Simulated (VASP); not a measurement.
**SnC (relaxed from the rock salt structure, space group Fm-3m): computed properties**

Level of theory: PBEsol GGA, VASP's PBE PAW potentials (set 64) (plane waves; VASP).

```yaml
space_group: Fm-3m (225)
cell: a = 4.7448 Å, b = 4.7448 Å, c = 4.7448 Å, α = 90.00°, β = 90.00°, γ = 90.00°
volume_per_atom: 13.35 Å³/atom
band gap (over mesh and band path): none (metal, semimetal or under 0.01 eV)
density: 8.13 g/cm³
```

SnC is taken in the cubic space group Fm-3m (No. 225), the rock salt structure, Pearson symbol cF8. Conventional cell: a = 4.7448 Å, b = 4.7448 Å, c = 4.7448 Å, α = 90.00°, β = 90.00°, γ = 90.00°. Sn on 4a is coordinated by 6 C at 2.372 Å and 12 Sn at 3.355 Å. C on 4b sees 6 Sn at 2.372 Å (octahedral). (Neighbours: up to the widest gap in distance over summed covalent radii, below 1.35, at either atom; cation-cation and far metal-metal contacts left out.)
(The calculation used a cell of 2 atoms; values per cell refer to that cell.)

Unless said otherwise, spin-orbit coupling is left out, though it shifts the bands of the heavy elements here.

The structure was generated: SnC was put into the rock salt type (Fm-3m), which need not be its known phase. It was relaxed first, which changed the volume by +7 %. Symmetry was kept, so distortions that lower it aren't found.
